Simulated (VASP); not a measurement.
An input for Ansatz (written as the equivalent of a VASP run, and not itself run):

Ansatz 0.2 input:
```yaml
crystal:
  lattice:
    - [0.0000000, 2.8087291, 2.8087291]
    - [2.8087291, 0.0000000, 2.8087291]
    - [2.8087291, 2.8087291, 0.0000000]
  atoms:
    - { symbol: Ni, position: [0.0000000, 0.0000000, 0.0000000] }
    - { symbol: Sb, position: [0.2500000, 0.2500000, 0.2500000] }
kpoints:
  mp_grid: { grid: [10, 10, 10] }
hamiltonian:
  xc: pbesol
  pseudopotentials: { kind: paw }
scf:
  occupations: { method: methfessel_paxton, width: 0.1 }
  max_iter: 100
relax:
  max_steps: 60
  f_tol: 0.01
  cell: {}
output: { forces: true, stress: true, eigenvalues: true }
```

Task: Write the VASP files for the same calculation (PBEsol).

Result: This is not unique; one that fits is 
### POSCAR
```
NiSb
1
    0.0000000000     2.8087291088     2.8087291088
    2.8087291088     0.0000000000     2.8087291088
    2.8087291088     2.8087291088    -0.0000000000
Ni Sb
1 1
Direct
  0.0000000000   0.0000000000   0.0000000000
  0.2500000000   0.2500000000   0.2500000000
```

File KPOINTS:
```
Regular mesh
0
gamma
 10 10 10
0 0 0
```

INCAR:
```
LASPH  =  .TRUE.
SYSTEM  =  NiSb
SIGMA  =  0.1
IBRION  =  2
EDIFF  =  1E-6   ! SCF stop (eV)
LCHARG  =  .FALSE.
PREC  =  Accurate
ENCUT  =  400   ! plane-wave cut-off (eV)
GGA  =  PS   ! PBEsol
ISIF  =  3   ! ions, shape and volume
ALGO  =  Normal
NELM  =  100   ! most electronic steps
LMAXMIX  =  4
ISMEAR  =  1
LREAL  =  .FALSE.   ! projection in real space or not
EDIFFG  =  -0.01
NSW  =  60
LWAVE  =  .FALSE.
```

POTCAR, in this order: Ni Sb (PBE.64 set). Program: vasp_std.

What does not carry over: each code has its own PAW files, so the cut-off isn't converted (ENCUT is set for VASP's; basis.ecutwfc is left out, and Ansatz then takes the one that its files recommend); Ansatz stops its SCF on the density residual and VASP on the energy change (EDIFF).

The structure was generated: NiSb was put into the zinc blende type (F-43m), which need not be its known phase. This run relaxes it. Symmetry was kept, so distortions that lower it aren't found. The start is the result of an earlier pass.
